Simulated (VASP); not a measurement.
These are PBEsol GGA, VASP's PBE PAW potentials (set 64) (plane waves; VASP) values and carry that method's errors.

The input files of a VASP run:

File POSCAR:
```
MgSe
3.8608030
  0.0000000000   0.7071067858   0.7071067858
  0.7071067858   0.0000000000   0.7071067858
  0.7071067858   0.7071067858   0.0000000000
Mg Se
1 1
Cartesian
  0.0000000000   0.0000000000   0.0000000000
  0.7071067858   0.7071067858   0.7071067858
```

### KPOINTS
```
K-points
0
G
 7 7 7
```

**INCAR**
```
# general
SYSTEM =MgSe
PREC   =Accurate
ENCUT  =300
LREAL  =.FALSE.
LASPH  =.TRUE.

# electronic loop
EDIFF  =1E-6
NELM   =100
ALGO   =Normal
LMAXMIX=4

# smearing
ISMEAR =-1
SIGMA  =0.05

# functional
GGA    =PS

# ions
ISIF   =2

# output
LWAVE  =.FALSE.
LCHARG =.FALSE.
```

POTCAR, in this order: Mg Se (PBE.64 set). Program: vasp_std.

Question: Estimate the energy per atom (σ→0).

Answer: 
energy per atom (σ→0): -4.051 eV/atom

File OSZICAR:
```
...
DAV:   6    -0.815092214107E+01    0.25355E+00   -0.52276E-01   344   0.332E+00    0.185E+00
DAV:   7    -0.810477906769E+01    0.46143E-01   -0.21174E-01   392   0.222E+00    0.883E-01
DAV:   8    -0.810244449046E+01    0.23346E-02   -0.71173E-03   360   0.563E-01    0.189E-01
DAV:   9    -0.810241512884E+01    0.29362E-04   -0.10485E-04   464   0.709E-02    0.120E-01
DAV:  10    -0.810241290625E+01    0.22226E-05   -0.10355E-04   384   0.506E-02    0.212E-02
DAV:  11    -0.810241121720E+01    0.16891E-05   -0.69387E-06   376   0.142E-02    0.619E-03
DAV:  12    -0.810241118002E+01    0.37186E-07   -0.36476E-07   184   0.388E-03
   1 F= -.81024112E+01 E0= -.81024112E+01  d E =-.219599E-09
```

The structure is a typed MgSe crystal. The cell was not relaxed at this level.
